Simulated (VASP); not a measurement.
CdF:

```
CELL_PARAMETERS angstrom
0.00000 2.53120 2.53120
2.53120 0.00000 2.53120
2.53120 2.53120 0.00000
ATOMIC_POSITIONS crystal
Cd 0.00000 0.00000 0.00000
F 0.50000 0.50000 0.50000
```

The cell was built by a generator and needn't be a form met in nature.

```yaml
Program: VASP 6.6.1
Task: relaxation of cell and atoms
Functional: PBE
Potentials_or_basis: VASP PAW PBE potentials, release 64 (Cd, F)
Cutoff: 600 eV
k_mesh: 9 × 9 × 9
Occupations: gaussian, width 0.05 eV
Spin: no spin polarisation
```

At the start: pressure 4.5 GPa; volume 16.22 Å³/atom.

**Question.** Where does the relaxation end?

**Answer.** Over 3 steps the energy falls by 14.7 meV/atom and the volume is 17.38 Å³/atom (+7.2 %); space group Fm-3m (No. 225, to 0.05 Å).

Step by step:
```csv
step,energy change (eV),largest force (eV/Å),pressure (GPa),volume (Å³)
1,0.0000,0.0000,4.47,32.43
2,-0.0294,0.0000,0.22,34.60
3,-0.0295,0.0000,-0.06,34.76
```

Final structure:
```
Cd F
1.0
     0.00000    2.59020    2.59020
     2.59020    0.00000    2.59020
     2.59020    2.59020    0.00000
Cd F
1 1
Direct
  0.00000 0.00000 0.00000
  0.50000 0.50000 0.50000
```

Caveat: an odd number of electrons without spin polarisation forces a metal; a magnetic or distorted state may lie lower.
